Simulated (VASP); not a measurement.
# HoRh2: fixed spin moments, part 3 of 3

What does it cost to change the moment of HoRh2? The start is a cell from a database of measured crystal structures.

VASP 6.6.1, plane waves and PAW; the level of theory is named at each step.

Still holding for the runs below: The magnetic state follows from one typed start and may not be the lowest. The k-mesh is coarse for a metal. Without U or exact exchange the f electrons of Ho come out too delocalised, which can shrink the cell and pin f bands at the Fermi level.

So far. Step 3 (Fixed spin moment, fixed moment 0): The run ends at a pressure of -1.02 GPa. Step 4 (Fixed spin moment, fixed moment 1.63): Energy at zero smearing: -47.29162 eV.

## Step 5: Fixed spin moment, fixed moment 3.25

Level of this step: PBEsol, spin-polarised, total moment fixed; plane waves and PAW (Ho, Rh_pv) (VASP).

Input file INCAR:

```
SYSTEM = HoRh2
PREC = Accurate
ENCUT = 420
EDIFF = 1E-06
NELM = 150
ISMEAR = 1
SIGMA = 0.05
LREAL = .FALSE.
ALGO = Normal
GGA = PS
NBANDS = 72
ISPIN = 2
MAGMOM = 1.62 1.62 0 0 0 0
LASPH = .TRUE.
LMAXMIX = 6
AMIX = 0.2
BMIX = 1E-04
AMIX_MAG = 0.8
BMIX_MAG = 1E-04
LORBIT = 11
LWAVE = .FALSE.
LCHARG = .FALSE.
KPAR = 2
NUPDOWN = 3.25
```

Input file POSCAR:

```
HoRh2
1.0
    0.0000000000      3.7125000000      3.7125000000
    3.7125000000      0.0000000000      3.7125000000
    3.7125000000      3.7125000000      0.0000000000
Ho Rh
2 4
Direct
    0.7500000000      0.7500000000      0.7500000000
    0.5000000000      0.5000000000      0.5000000000
    0.1250000000      0.6250000000      0.1250000000
    0.1250000000      0.1250000000      0.6250000000
    0.6250000000      0.1250000000      0.1250000000
    0.1250000000      0.1250000000      0.1250000000
```

Input file KPOINTS:

```
Automatic mesh
0
Gamma
6 6 6
0 0 0
```

Potentials, in the order of the species: Ho and Rh_pv (PBE family, release 64).

Command:

```
$ mpirun -np 2 vasp_std
```

Output:

```text
[... set-up lines as in an earlier step ...]
 entering main loop
       N       E                     dE             d eps       ncg     rms          rms(c)
DAV:   1     0.100876369167E+04    0.10088E+04   -0.40144E+04  7752   0.575E+03
DAV:   2     0.100986691661E+03   -0.90778E+03   -0.84442E+03  7688   0.111E+03
DAV:   3    -0.287454634526E+02   -0.12973E+03   -0.11808E+03  6320   0.223E+02
DAV:   4    -0.450646043882E+02   -0.16319E+02   -0.15570E+02  7648   0.622E+01
[...]
DAV:  41    -0.484232980168E+02    0.63570E-05   -0.51285E-06  4064   0.743E-02    0.297E-02
DAV:  42    -0.484232968918E+02    0.11251E-05   -0.17924E-06  3880   0.355E-02    0.194E-02
DAV:  43    -0.484232968102E+02    0.81542E-07   -0.16632E-06  3640   0.114E-02
   1 F= -.48423297E+02 E0= -.48422944E+02  d E =-.105833E-02  mag=     3.2500
```

The job ended after 5.5 min (2 MPI ranks of Intel Xeon Platinum 8488C (Sapphire Rapids), shared host; peak memory 0.63 GiB; 9.8 min of CPU time).

Parts of OUTCAR (step 5):

```text
  Total        2.0796014      2.0796014      2.0796014     -0.0000000     -0.0000000      0.0000000
  in kB       32.5582685     32.5582685     32.5582685     -0.0000000     -0.0000000      0.0000000
  external PRESSURE =      32.5582685 kB  Pullay stress =       0.0000000 kB

 POSITION                                       TOTAL-FORCE (eV/Angst)
 -----------------------------------------------------------------------------------
      5.56875      5.56875      5.56875        -0.000000     -0.000000     -0.000000
      3.71250      3.71250      3.71250         0.000000      0.000000      0.000000
      2.78437      0.92812      2.78437        -0.000000     -0.000000      0.000000
      2.78437      2.78437      0.92812        -0.000000     -0.000000      0.000000
      0.92812      2.78437      2.78437        -0.000000     -0.000000      0.000000
      0.92812      0.92812      0.92812        -0.000000     -0.000000      0.000000
 -----------------------------------------------------------------------------------
    total drift:                                0.000000      0.000000      0.000000

  FREE ENERGIE OF THE ION-ELECTRON SYSTEM (eV)
  ---------------------------------------------------
  free  energy   TOTEN  =       -48.4232968102 eV

  energy  without entropy=      -48.4222384786  energy(sigma->0) =      -48.42294403

 magnetization (x)
# of ion       s       p       d       f       tot
--------------------------------------------------
    1       -0.002  -0.024  -0.010   3.437   3.402
    2       -0.002  -0.024  -0.010   3.437   3.402
    3       -0.010  -0.038  -0.787   0.000  -0.835
    4       -0.010  -0.038  -0.787   0.000  -0.835
    5       -0.010  -0.038  -0.787   0.000  -0.835
    6       -0.010  -0.038  -0.787   0.000  -0.835
--------------------------------------------------
tot         -0.043  -0.201  -3.167   6.875   3.463

[... 2 parts as in an earlier step ...]

[... 1 further part left out ...]
[key lines of the parts left out:]
E-fermi :   8.3285
```

Spin moment in the PAW sphere by atom:

| atom | spin moment in the PAW sphere (μB) |
| --- | --- |
| Ho1 | 3.40 |
| Ho2 | 3.40 |
| Rh3 | -0.83 |
| Rh4 | -0.83 |
| Rh5 | -0.83 |
| Rh6 | -0.83 |

Energy at zero smearing: -48.42294 eV.

The run ends at a pressure of 3.26 GPa.

## Step 6: Fixed spin moment, fixed moment 4.88

Changes to INCAR since step 5:

```diff
@@ -12,3 +12,3 @@
 ISPIN = 2
-MAGMOM = 1.62 1.62 0 0 0 0
+MAGMOM = 2.44 2.44 0 0 0 0
 LASPH = .TRUE.
@@ -23,2 +23,2 @@
 KPAR = 2
-NUPDOWN = 3.25
+NUPDOWN = 4.88
```

POSCAR is that of step 5.

KPOINTS is that of step 5.

Command:

```
$ mpirun -np 2 vasp_std
```

Output:

```text
[... set-up lines as in an earlier step ...]
 entering main loop
       N       E                     dE             d eps       ncg     rms          rms(c)
DAV:   1     0.101301989334E+04    0.10130E+04   -0.40106E+04  7736   0.575E+03
DAV:   2     0.101696072558E+03   -0.91132E+03   -0.84536E+03  7752   0.111E+03
DAV:   3    -0.296175322708E+02   -0.13131E+03   -0.11898E+03  6416   0.226E+02
DAV:   4    -0.458686388935E+02   -0.16251E+02   -0.15514E+02  7680   0.628E+01
[...]
DAV:  21    -0.492499047570E+02   -0.53585E-05   -0.35086E-06  4592   0.446E-02    0.134E-01
DAV:  22    -0.492499033791E+02    0.13778E-05   -0.11004E-06  3312   0.348E-02    0.534E-02
DAV:  23    -0.492499038188E+02   -0.43969E-06   -0.35834E-06  4096   0.267E-02
   1 F= -.49249904E+02 E0= -.49248670E+02  d E =-.370293E-02  mag=     4.8800
```

Elapsed: 3 min, on 2 MPI ranks; peak memory 0.62 GiB.

Parts of OUTCAR (step 6):

```text
  Total        0.5045987      0.5045987      0.5045987      0.0000000     -0.0000000      0.0000000
  in kB        7.9000048      7.9000048      7.9000048      0.0000000     -0.0000000      0.0000000
  external PRESSURE =       7.9000048 kB  Pullay stress =       0.0000000 kB

 POSITION                                       TOTAL-FORCE (eV/Angst)
 -----------------------------------------------------------------------------------
      5.56875      5.56875      5.56875        -0.000000     -0.000000     -0.000000
      3.71250      3.71250      3.71250         0.000000      0.000000      0.000000
      2.78437      0.92812      2.78437         0.000000     -0.000000     -0.000000
      2.78437      2.78437      0.92812         0.000000     -0.000000     -0.000000
      0.92812      2.78437      2.78437         0.000000     -0.000000     -0.000000
      0.92812      0.92812      0.92812         0.000000     -0.000000     -0.000000
 -----------------------------------------------------------------------------------
    total drift:                                0.000000      0.000000      0.000000

  FREE ENERGIE OF THE ION-ELECTRON SYSTEM (eV)
  ---------------------------------------------------
  free  energy   TOTEN  =       -49.2499038188 eV

  energy  without entropy=      -49.2462008923  energy(sigma->0) =      -49.24866951

 magnetization (x)
# of ion       s       p       d       f       tot
--------------------------------------------------
    1        0.001  -0.024   0.001   3.513   3.491
    2        0.001  -0.024   0.001   3.513   3.491
    3       -0.007  -0.025  -0.472   0.000  -0.504
    4       -0.007  -0.025  -0.472   0.000  -0.504
    5       -0.007  -0.025  -0.472   0.000  -0.504
    6       -0.007  -0.025  -0.472   0.000  -0.504
--------------------------------------------------
tot         -0.025  -0.147  -1.887   7.027   4.968

[... 2 parts as in an earlier step ...]

[... 1 further part left out ...]
[key lines of the parts left out:]
E-fermi :   8.1061
```

Energy at zero smearing: -49.24867 eV.

The run ends at a pressure of 0.79 GPa.

## Step 7: Fixed spin moment, fixed moment 6.51

Changes to INCAR since step 6:

```diff
@@ -12,3 +12,3 @@
 ISPIN = 2
-MAGMOM = 2.44 2.44 0 0 0 0
+MAGMOM = 3.25 3.25 0 0 0 0
 LASPH = .TRUE.
@@ -23,2 +23,2 @@
 KPAR = 2
-NUPDOWN = 4.88
+NUPDOWN = 6.51
```

POSCAR is that of step 6.

KPOINTS is that of step 6.

Command:

```
$ mpirun -np 2 vasp_std
```

Output:

```text
[... set-up lines as in an earlier step ...]
 entering main loop
       N       E                     dE             d eps       ncg     rms          rms(c)
DAV:   1     0.102074539695E+04    0.10207E+04   -0.40084E+04  7720   0.575E+03
DAV:   2     0.102102227604E+03   -0.91864E+03   -0.84958E+03  7752   0.111E+03
DAV:   3    -0.305787468069E+02   -0.13268E+03   -0.11987E+03  6328   0.224E+02
DAV:   4    -0.471601070465E+02   -0.16581E+02   -0.15950E+02  7720   0.635E+01
[...]
DAV:  26    -0.496895634328E+02   -0.57017E-05   -0.64428E-05  7472   0.570E-02    0.904E-02
DAV:  27    -0.496895642982E+02   -0.86539E-06   -0.16258E-05  4856   0.137E-01    0.903E-02
DAV:  28    -0.496895645791E+02   -0.28084E-06   -0.51268E-06  5760   0.887E-03
   1 F= -.49689565E+02 E0= -.49688361E+02  d E =-.361163E-02  mag=     6.5100
```

Elapsed: 3.5 min, on 2 MPI ranks; peak memory 0.63 GiB.

From OUTCAR (step 7):

```text
  Total       -0.2877760     -0.2877760     -0.2877760     -0.0000000      0.0000000     -0.0000000
  in kB       -4.5054248     -4.5054248     -4.5054248     -0.0000000      0.0000000     -0.0000000
  external PRESSURE =      -4.5054248 kB  Pullay stress =       0.0000000 kB

  FREE ENERGIE OF THE ION-ELECTRON SYSTEM (eV)
  ---------------------------------------------------
  free  energy   TOTEN  =       -49.6895645791 eV

  energy  without entropy=      -49.6859529454  energy(sigma->0) =      -49.68836070

 magnetization (x)
# of ion       s       p       d       f       tot
--------------------------------------------------
    1        0.003  -0.025   0.010   3.579   3.567
    2        0.003  -0.025   0.010   3.579   3.567
    3       -0.003  -0.010  -0.151   0.000  -0.163
    4       -0.003  -0.010  -0.151   0.000  -0.163
    5       -0.003  -0.010  -0.151   0.000  -0.163
    6       -0.003  -0.010  -0.151   0.000  -0.163
--------------------------------------------------
tot         -0.005  -0.087  -0.584   7.157   6.481

[... 3 parts as in an earlier step ...]

[... 1 further part left out ...]
[key lines of the parts left out:]
E-fermi :   7.8242
```

Spin moment in the PAW sphere by atom:

```
atom  spin moment in the PAW sphere (μB)
 Ho1                                3.57
 Ho2                                3.57
 Rh3                               -0.16
 Rh4                               -0.16
 Rh5                               -0.16
 Rh6                               -0.16
```

Energy at zero smearing: -49.68836 eV.

The run ends at a pressure of -0.45 GPa.

## Step 8: Fixed spin moment, fixed moment 8.13

Changes to INCAR since step 7:

```diff
@@ -12,3 +12,3 @@
 ISPIN = 2
-MAGMOM = 3.25 3.25 0 0 0 0
+MAGMOM = 4.07 4.07 0 0 0 0
 LASPH = .TRUE.
@@ -23,2 +23,2 @@
 KPAR = 2
-NUPDOWN = 6.51
+NUPDOWN = 8.13
```

POSCAR is that of step 7.

KPOINTS is that of step 7.

Command:

```
$ mpirun -np 2 vasp_std
```

Output:

```text
[... set-up lines as in an earlier step ...]
 entering main loop
       N       E                     dE             d eps       ncg     rms          rms(c)
DAV:   1     0.102355137201E+04    0.10236E+04   -0.40093E+04  7736   0.575E+03
DAV:   2     0.106635416358E+03   -0.91692E+03   -0.84737E+03  7656   0.111E+03
DAV:   3    -0.310656357045E+02   -0.13770E+03   -0.12387E+03  6320   0.227E+02
DAV:   4    -0.479795809729E+02   -0.16914E+02   -0.16224E+02  7640   0.646E+01
[...]
DAV:  31    -0.497783638757E+02    0.10736E-04   -0.31299E-05  5624   0.161E-01    0.351E-01
DAV:  32    -0.497783666033E+02   -0.27275E-05   -0.26028E-05  7872   0.291E-02    0.327E-01
DAV:  33    -0.497783662254E+02    0.37790E-06   -0.30782E-06  4040   0.157E-02
   1 F= -.49778366E+02 E0= -.49779449E+02  d E =0.324879E-02  mag=     8.1300
```

It took 4.3 min on 2 MPI ranks; peak memory 0.64 GiB.

OUTCAR, selected parts (step 8):

```text
  Total       -0.7336032     -0.7336032     -0.7336032     -0.0000000      0.0000000      0.0000000
  in kB      -11.4853022    -11.4853022    -11.4853022     -0.0000000      0.0000000      0.0000000
  external PRESSURE =     -11.4853022 kB  Pullay stress =       0.0000000 kB

 POSITION                                       TOTAL-FORCE (eV/Angst)
 -----------------------------------------------------------------------------------
      5.56875      5.56875      5.56875         0.000000      0.000000     -0.000000
      3.71250      3.71250      3.71250        -0.000000     -0.000000      0.000000
      2.78437      0.92812      2.78437        -0.000000      0.000000     -0.000000
      2.78437      2.78437      0.92812        -0.000000      0.000000     -0.000000
      0.92812      2.78437      2.78437        -0.000000      0.000000     -0.000000
      0.92812      0.92812      0.92812        -0.000000      0.000000     -0.000000
 -----------------------------------------------------------------------------------
    total drift:                                0.000000      0.000000      0.000000

  FREE ENERGIE OF THE ION-ELECTRON SYSTEM (eV)
  ---------------------------------------------------
  free  energy   TOTEN  =       -49.7783662254 eV

  energy  without entropy=      -49.7816150181  energy(sigma->0) =      -49.77944916

 magnetization (x)
# of ion       s       p       d       f       tot
--------------------------------------------------
    1        0.003  -0.026   0.020   3.618   3.615
    2        0.003  -0.026   0.020   3.618   3.615
    3       -0.000   0.003   0.191   0.000   0.193
    4       -0.000   0.003   0.191   0.000   0.193
    5       -0.000   0.003   0.191   0.000   0.193
    6       -0.000   0.003   0.191   0.000   0.193
--------------------------------------------------
tot          0.003  -0.039   0.804   7.235   8.004

[... 2 parts as in an earlier step ...]

[... 1 further part left out ...]
[key lines of the parts left out:]
E-fermi :   7.6334
```

Spin moment in the PAW sphere by atom:

```
atom  spin moment in the PAW sphere (μB)
 Ho1                                3.62
 Ho2                                3.62
 Rh3                                0.19
 Rh4                                0.19
 Rh5                                0.19
 Rh6                                0.19
```

Energy at zero smearing: -49.77945 eV.

The run ends at a pressure of -1.15 GPa.

## Step 9: Fixed spin moment, fixed moment 9.76

Changes to INCAR since step 8:

```diff
@@ -12,3 +12,3 @@
 ISPIN = 2
-MAGMOM = 4.07 4.07 0 0 0 0
+MAGMOM = 4.88 4.88 0 0 0 0
 LASPH = .TRUE.
@@ -23,2 +23,2 @@
 KPAR = 2
-NUPDOWN = 8.13
+NUPDOWN = 9.76
```

POSCAR is that of step 8.

KPOINTS is that of step 8.

Command:

```
$ mpirun -np 2 vasp_std
```

Output:

```text
[... set-up lines as in an earlier step ...]
 entering main loop
       N       E                     dE             d eps       ncg     rms          rms(c)
DAV:   1     0.102991829507E+04    0.10299E+04   -0.40150E+04  7736   0.575E+03
DAV:   2     0.105304855126E+03   -0.92461E+03   -0.85546E+03  7752   0.111E+03
DAV:   3    -0.323080487616E+02   -0.13761E+03   -0.12389E+03  6256   0.230E+02
DAV:   4    -0.491699992285E+02   -0.16862E+02   -0.16278E+02  7576   0.646E+01
[...]
DAV:  34    -0.493421345616E+02   -0.97397E-05   -0.13977E-05  7568   0.504E-02    0.180E-01
DAV:  35    -0.493421362253E+02   -0.16637E-05   -0.24635E-06  4176   0.345E-02    0.158E-01
DAV:  36    -0.493421356984E+02    0.52691E-06   -0.54731E-06  3616   0.521E-02
   1 F= -.49342136E+02 E0= -.49342696E+02  d E =0.168148E-02  mag=     9.7600
```

Wall time 4.9 min (2 MPI ranks); peak memory 0.63 GiB; 8.8 min of CPU time.

From OUTCAR (step 9):

```text
  Total        0.0449844      0.0449844      0.0449844      0.0000000     -0.0000000      0.0000000
  in kB        0.7042763      0.7042763      0.7042763      0.0000000     -0.0000000      0.0000000
  external PRESSURE =       0.7042763 kB  Pullay stress =       0.0000000 kB

 POSITION                                       TOTAL-FORCE (eV/Angst)
 -----------------------------------------------------------------------------------
      5.56875      5.56875      5.56875         0.000000      0.000000      0.000000
      3.71250      3.71250      3.71250        -0.000000     -0.000000     -0.000000
      2.78437      0.92812      2.78437         0.000000      0.000000      0.000000
      2.78437      2.78437      0.92812         0.000000      0.000000      0.000000
      0.92812      2.78437      2.78437         0.000000      0.000000      0.000000
      0.92812      0.92812      0.92812         0.000000      0.000000      0.000000
 -----------------------------------------------------------------------------------
    total drift:                                0.000000      0.000000      0.000000

  FREE ENERGIE OF THE ION-ELECTRON SYSTEM (eV)
  ---------------------------------------------------
  free  energy   TOTEN  =       -49.3421356984 eV

  energy  without entropy=      -49.3438171774  energy(sigma->0) =      -49.34269619

 magnetization (x)
# of ion       s       p       d       f       tot
--------------------------------------------------
    1        0.006  -0.024   0.042   3.659   3.682
    2        0.006  -0.024   0.042   3.659   3.682
    3        0.003   0.023   0.497   0.000   0.523
    4        0.003   0.023   0.497   0.000   0.523
    5        0.003   0.023   0.497   0.000   0.523
    6        0.003   0.023   0.497   0.000   0.523
--------------------------------------------------
tot          0.025   0.042   2.070   7.318   9.454

[... 2 parts as in an earlier step ...]

[... 1 further part left out ...]
[key lines of the parts left out:]
E-fermi :   7.4443
```

Energy at zero smearing: -49.34270 eV.

The run ends at a pressure of 0.07 GPa.

## Step 10: Fixed spin moment, fixed moment 11.39

Changes to INCAR since step 9:

```diff
@@ -12,3 +12,3 @@
 ISPIN = 2
-MAGMOM = 4.88 4.88 0 0 0 0
+MAGMOM = 5.7 5.7 0 0 0 0
 LASPH = .TRUE.
@@ -23,2 +23,2 @@
 KPAR = 2
-NUPDOWN = 9.76
+NUPDOWN = 11.39
```

POSCAR is that of step 9.

KPOINTS is that of step 9.

Command:

```
$ mpirun -np 2 vasp_std
```

Output:

```text
[... set-up lines as in an earlier step ...]
 entering main loop
       N       E                     dE             d eps       ncg     rms          rms(c)
DAV:   1     0.104399081130E+04    0.10440E+04   -0.40135E+04  7696   0.575E+03
DAV:   2     0.107070048687E+03   -0.93692E+03   -0.86438E+03  7744   0.112E+03
DAV:   3    -0.333336331858E+02   -0.14040E+03   -0.12773E+03  6352   0.236E+02
DAV:   4    -0.497269771973E+02   -0.16393E+02   -0.15894E+02  7472   0.648E+01
[...]
DAV:  50    -0.486147450135E+02   -0.28088E-05   -0.17789E-05  6496   0.426E-02    0.159E-01
DAV:  51    -0.486147461221E+02   -0.11086E-05   -0.49022E-06  3648   0.385E-02    0.188E-01
DAV:  52    -0.486147464189E+02   -0.29680E-06   -0.18148E-06  3592   0.185E-02
   1 F= -.48614746E+02 E0= -.48614404E+02  d E =-.102634E-02  mag=    11.3900
```

It took 9.3 min on 2 MPI ranks; peak memory 0.63 GiB; 16 min of CPU time.

OUTCAR, selected parts (step 10):

```text
  Total        1.1771960      1.1771960      1.1771960     -0.0000000      0.0000000      0.0000000
  in kB       18.4301963     18.4301963     18.4301963     -0.0000000      0.0000000      0.0000000
  external PRESSURE =      18.4301963 kB  Pullay stress =       0.0000000 kB

  FREE ENERGIE OF THE ION-ELECTRON SYSTEM (eV)
  ---------------------------------------------------
  free  energy   TOTEN  =       -48.6147464189 eV

  energy  without entropy=      -48.6137200835  energy(sigma->0) =      -48.61440431

 magnetization (x)
# of ion       s       p       d       f       tot
--------------------------------------------------
    1        0.012  -0.023   0.062   3.697   3.748
    2        0.012  -0.023   0.062   3.697   3.748
    3        0.007   0.040   0.804   0.000   0.852
    4        0.007   0.040   0.804   0.000   0.852
    5        0.007   0.040   0.804   0.000   0.852
    6        0.007   0.040   0.804   0.000   0.852
--------------------------------------------------
tot          0.053   0.114   3.341   7.395  10.902

[... 3 parts as in an earlier step ...]

[... 1 further part left out ...]
[key lines of the parts left out:]
E-fermi :   7.3073
```

Energy at zero smearing: -48.61440 eV.

The run ends at a pressure of 1.84 GPa.

## Step 11: Summary

This step: fixed spin moments, PBEsol; plane waves and PAW (VASP 6.6.1).

No new run; the numbers come from the runs before.

Numbers from this step:

```yaml
free_moment: 7.590 μB
magnetic_energy: 2067 meV/magnetic atom
```

The energy above the free run by moment of the cell:

```
moment of the cell (μB)  energy above the free run (meV/magnetic atom)
                   0.00                                           2067
                   1.63                                           1262
                   3.25                                            696
                   4.88                                            283
                   6.51                                           63.2
                   8.13                                           17.6
                   9.76                                            236
                  11.39                                            600
```

## Step 12: What came out

```yaml
free_moment: 7.59 μB
```

The 4f electrons of Ho run in the valence without U or exact exchange, which tends to pin them at the Fermi level with wrong fillings; moments, orders and energies that hang on them are not reliable. In 1 of the runs the charge density had not settled when EDIFF was met, so its numbers are doubtful. Left free, the cell holds 7.59 μB. Forcing 11.39 μB costs 600 meV for each atom counted as magnetic, from the free run. The run held at no total moment keeps moments in the spheres of its atoms, balanced elsewhere in the cell, so its energy is that of a compensated state and not of one without magnetism. The free state lies below the one held at no total moment, by the amount in the table.

[Lines on the potential files, build, host, timing and source positions are cut from VASP's logs without a mark.]

[Logs are printed without paths, hosts, clocks, repeated set-up lines and the standing remarks that a program may print on its own settings, such as how far it seeks lower states.]

[Hosts, paths, dates, database ids (printed as entryN), source tags and the programs' standing remarks are cut or masked in the printed files.]

[In band tables of VASP the shares of atoms and orbitals are scaled to a sum of 1 inside the atoms' spheres.]

[Runs that stopped without an error message from VASP are left out.]
